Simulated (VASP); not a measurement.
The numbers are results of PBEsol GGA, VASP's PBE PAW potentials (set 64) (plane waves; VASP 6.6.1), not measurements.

A VASP calculation is set up with these files.

File POSCAR:
```
In
1
   -1.5731778394     1.5731778394     2.4244466636
    1.5731778394    -1.5731778394     2.4244466636
    1.5731778394     1.5731778394    -2.4244466636
In
1
Direct
  0.0000000000   0.0000000000   0.0000000000
```

KPOINTS:
```
Automatic mesh
0
Gamma
14 14 14
0 0 0
```

INCAR:
```
SYSTEM = In
PREC = Accurate
ENCUT = 480
EDIFF = 1E-7
NELM = 100
ALGO = Normal
LREAL = .FALSE.
LASPH = .TRUE.
ISMEAR = 1
SIGMA = 0.1
GGA = PS
LMAXMIX = 4
LWAVE = .FALSE.
LCHARG = .FALSE.
ISIF = 2
```

POTCAR, in this order: In_d (PBE.64 set). Program: vasp_std.

The resulting files:

**OSZICAR**
```
       N       E                     dE             d eps       ncg     rms          rms(c)
DAV:   1     0.683038740777E+02    0.68304E+02   -0.62444E+03  4924   0.160E+03
DAV:   2    -0.548159573790E+00   -0.68852E+02   -0.67805E+02  4942   0.283E+02
DAV:   3    -0.296895524591E+01   -0.24208E+01   -0.24130E+01  5716   0.624E+01
DAV:   4    -0.302147766797E+01   -0.52522E-01   -0.52507E-01  6132   0.902E+00
DAV:   5    -0.302389763257E+01   -0.24200E-02   -0.24199E-02  6136   0.157E+00    0.275E+00
DAV:   6    -0.298121145288E+01    0.42686E-01   -0.81178E-02  5594   0.664E+00    0.131E+00
DAV:   7    -0.297282343491E+01    0.83880E-02   -0.21659E-02  5980   0.318E+00    0.326E-01
DAV:   8    -0.297199515896E+01    0.82828E-03   -0.89841E-04  6060   0.624E-01    0.307E-02
DAV:   9    -0.297199670105E+01   -0.15421E-05   -0.11547E-05  6752   0.465E-02    0.170E-02
DAV:  10    -0.297199727377E+01   -0.57272E-06   -0.12521E-06  6890   0.185E-02    0.101E-03
DAV:  11    -0.297199729873E+01   -0.24956E-07   -0.28367E-08  3226   0.335E-03
   1 F= -.29719973E+01 E0= -.29720236E+01  d E =0.787647E-04
```

### OUTCAR
```
------------------------ aborting loop because EDIFF is reached ----------------------------------------
  FORCE on cell =-STRESS in cart. coord.  units (eV):
  Direction    XX          YY          ZZ          XY          YZ          ZX
  --------------------------------------------------------------------------------------
  Total        0.4934225      0.4934225      0.4933348      0.0000000     -0.0000000      0.0000000
  in kB       32.9383062     32.9383062     32.9324545      0.0000000     -0.0000000      0.0000000
  external PRESSURE =      32.9363556 kB  Pullay stress =       0.0000000 kB
  volume of cell :       24.00
      direct lattice vectors                 reciprocal lattice vectors
    -1.573177839  1.573177839  2.424446664     0.000000000  0.317828021  0.206232625
     1.573177839 -1.573177839  2.424446664     0.317828021  0.000000000  0.206232625
     1.573177839  1.573177839 -2.424446664     0.317828021  0.317828021  0.000000000
 POSITION                                       TOTAL-FORCE (eV/Angst)
 -----------------------------------------------------------------------------------
      0.00000      0.00000      0.00000         0.000000      0.000000      0.000000
 -----------------------------------------------------------------------------------
    total drift:                               -0.000000      0.000000      0.000000
  FREE ENERGIE OF THE ION-ELECTRON SYSTEM (eV)
  ---------------------------------------------------
  free  energy   TOTEN  =        -2.9719972987 eV

  energy  without entropy=       -2.9720760634  energy(sigma->0) =       -2.97202355
```
(Selected blocks of OUTCAR.)

File OUTCAR:
```
 val. band max:        8.4017239749   @ k =   0.2857   0.1429   0.0714

 cond. band min:       8.4382080568   @ k =  -0.2857   0.4286   0.0714


 Fermi energy:         8.4229375658

 k-point     1 :       0.0000    0.0000    0.0000
  band No.  band energies     occupation
      1      -6.3790      2.00000
      2      -6.2230      2.00000
      3      -6.2230      2.00000
      4      -6.1382      2.00000
      5      -5.9843      2.00000
      6      -1.8123      2.00000
      7      19.6797      0.00000
      8      19.6797      0.00000
      9      19.9130      0.00000
     10      20.1565      0.00000

 k-point     2 :       0.0714    0.0000   -0.0000
  band No.  band energies     occupation
      1      -6.3683      2.00000
      2      -6.2247      2.00000
      3      -6.2130      2.00000
      4      -6.1358      2.00000
      5      -5.9891      2.00000
      6      -1.6925      2.00000
      7      18.1823      0.00000
      8      19.4998      0.00000
      9      19.5370      0.00000
     10      20.1065      0.00000

 k-point     3 :       0.1429   -0.0000    0.0000
  band No.  band energies     occupation
      1      -6.3460      2.00000
      2      -6.2345      2.00000
      3      -6.1882      2.00000
      4      -6.1181      2.00000
      5      -5.9988      2.00000
      6      -1.3292      2.00000
      7      15.6020      0.00000
      8      18.7782      0.00000
      9      19.2235      0.00000
     10      20.1249      0.00000

 k-point     4 :       0.2143    0.0000    0.0000
  band No.  band energies     occupation
      1      -6.3330      2.00000
      2      -6.2576      2.00000
      3      -6.1659      2.00000
      4      -6.0678      2.00000
      5      -5.9987      2.00000
      6      -0.7148      2.00000
      7      13.0102      0.00000
      8      17.9927      0.00000
      9      18.8979      0.00000
     10      20.1169      0.00000

 k-point     5 :       0.2857    0.0000    0.0000
...
```

Unless said otherwise, spin-orbit coupling is left out, though it shifts the bands of the heavy elements here.

The compound is In in the bct structure. This cell was strained or had an atom moved on purpose.
